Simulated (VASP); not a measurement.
These are PBE GGA with D4 dispersion, VASP's PBE PAW potentials (set 64) (plane waves; VASP 6.6.1) values and carry that method's errors.

A VASP calculation is set up with these files.

INCAR:
```
ALGO=Normal
EDIFF=1E-6
EDIFFG=-0.01
ENCUT=520
GGA=PE
IBRION=2
ISIF=3
ISMEAR=0
IVDW=13
LASPH=.TRUE.
LCHARG=.FALSE.
LREAL=.FALSE.
LWAVE=.FALSE.
NELM=100
NSW=60
PREC=Accurate
SIGMA=0.05
SYSTEM=MgS
```

**POSCAR**
```
MgS
1.0
  0.0000000000   2.6000000000   2.6000000000
  2.6000000000   0.0000000000   2.6000000000
  2.6000000000   2.6000000000   0.0000000000
Mg S
1 1
Cart
  0.0000000000   0.0000000000   0.0000000000
  2.6000000000   2.6000000000   2.6000000000
```

KPOINTS:
```
K-points
0
G
 8 8 8
0 0 0
```

POTCAR, in this order: Mg S (PBE.64 set). Program: vasp_std.

The resulting files:

File OSZICAR:
```
       N       E                     dE             d eps       ncg     rms          rms(c)
DAV:   1     0.235925294855E+02    0.23593E+02   -0.37977E+03   488   0.820E+02
DAV:   2    -0.791215905206E+01   -0.31505E+02   -0.30394E+02   632   0.109E+02
DAV:   3    -0.890239293346E+01   -0.99023E+00   -0.99023E+00   584   0.263E+01
DAV:   4    -0.890624030164E+01   -0.38474E-02   -0.38474E-02   728   0.191E+00
DAV:   5    -0.890624968006E+01   -0.93784E-05   -0.93784E-05   600   0.666E-02    0.442E+00
DAV:   6    -0.854234672894E+01    0.36390E+00   -0.93676E-01   504   0.481E+00    0.348E+00
DAV:   7    -0.850153143479E+01    0.40815E-01   -0.23726E-01   608   0.260E+00    0.231E+00
DAV:   8    -0.850161180570E+01   -0.80371E-04   -0.13259E-02   552   0.976E-01    0.891E-01
DAV:   9    -0.850143452764E+01    0.17728E-03   -0.53115E-04   568   0.189E-01    0.273E-01
DAV:  10    -0.850147344345E+01   -0.38916E-04   -0.14386E-04   648   0.794E-02    0.148E-02
DAV:  11    -0.850147083623E+01    0.26072E-05   -0.21295E-05   544   0.240E-02    0.988E-03
DAV:  12    -0.850147085202E+01   -0.15783E-07   -0.40015E-07   296   0.562E-03
   1 F= -.90822202E+01 E0= -.90822202E+01  d E =-.908222E+01
       N       E                     dE             d eps       ncg     rms          rms(c)
DAV:   1    -0.850777831242E+01   -0.63075E-02   -0.36812E-01   536   0.400E+00    0.111E+00
DAV:   2    -0.849222268298E+01    0.15556E-01   -0.43612E-02   480   0.113E+00    0.353E-01
DAV:   3    -0.849044199301E+01    0.17807E-02   -0.98191E-03   496   0.554E-01    0.259E-01
DAV:   4    -0.849042877513E+01    0.13218E-04   -0.69218E-05   552   0.737E-02    0.230E-01
DAV:   5    -0.849040199748E+01    0.26778E-04   -0.47948E-05   496   0.594E-02    0.461E-02
DAV:   6    -0.849039906896E+01    0.29285E-05   -0.72015E-07   400   0.831E-03    0.169E-02
DAV:   7    -0.849039880087E+01    0.26809E-06   -0.38951E-08   256   0.189E-03
   2 F= -.90856019E+01 E0= -.90856019E+01  d E =-.338169E-02
       N       E                     dE             d eps       ncg     rms          rms(c)
DAV:   1    -0.849392689197E+01   -0.35278E-02   -0.12705E-02   528   0.738E-01    0.198E-01
DAV:   2    -0.849338914268E+01    0.53775E-03   -0.15314E-03   472   0.213E-01    0.653E-02
DAV:   3    -0.849332549773E+01    0.63645E-04   -0.34315E-04   496   0.103E-01    0.441E-02
DAV:   4    -0.849332392443E+01    0.15733E-05   -0.25879E-06   528   0.142E-02    0.390E-02
DAV:   5    -0.849331873834E+01    0.51861E-05   -0.15370E-06   480   0.106E-02    0.700E-03
DAV:   6    -0.849331905307E+01   -0.31473E-06   -0.22381E-08   232   0.151E-03
   3 F= -.90857947E+01 E0= -.90857947E+01  d E =-.357453E-02
```

File OUTCAR:
```
------------------------ aborting loop because EDIFF is reached ----------------------------------------
  Edisp (eV):   -0.59248
  FORCE on cell =-STRESS in cart. coord.  units (eV):
  Direction    XX          YY          ZZ          XY          YZ          ZX
  --------------------------------------------------------------------------------------
  Total       0.00043     0.00043     0.00043     0.00000     0.00000     0.00000
  in kB       0.02010     0.02010     0.02010     0.00000     0.00000     0.00000
  external pressure =        0.02 kB  Pullay stress =        0.00 kB
  volume of cell :       34.44
      direct lattice vectors                 reciprocal lattice vectors
     0.000000000  2.582351094  2.582351094    -0.193622006  0.193622006  0.193622006
     2.582351094  0.000000000  2.582351094     0.193622006 -0.193622006  0.193622006
     2.582351094  2.582351094 -0.000000000     0.193622006  0.193622006 -0.193622006
 POSITION                                       TOTAL-FORCE (eV/Angst)
 -----------------------------------------------------------------------------------
      0.00000      0.00000      0.00000         0.000000      0.000000      0.000000
      2.58235      2.58235      2.58235        -0.000000     -0.000000     -0.000000
 -----------------------------------------------------------------------------------
    total drift:                                0.000000      0.000000      0.000000
  FREE ENERGIE OF THE ION-ELECTRON SYSTEM (eV)
  ---------------------------------------------------
  free  energy   TOTEN  =        -9.0857947027 eV

  energy  without entropy=       -9.0857947027  energy(sigma->0) =       -9.08579470

 reached required accuracy - stopping structural energy minimisation
```
(Selected blocks of OUTCAR.)

CONTCAR:
```
MgS
   1.00000000000000
     0.0000000000000000    2.5823510937523655    2.5823510937523655
     2.5823510937523655    0.0000000000000000    2.5823510937523655
     2.5823510937523655    2.5823510937523655   -0.0000000000000000
  Mg              S
     1     1
Direct
     0.0000000000000000    0.0000000000000000    0.0000000000000000
     0.5000000000000000    0.5000000000000000    0.5000000000000000
```

Energy and stress use the plane-wave basis of the starting cell.

The compound is MgS in the rock salt structure. This run relaxes it. Symmetry was kept, so distortions that lower it aren't found.
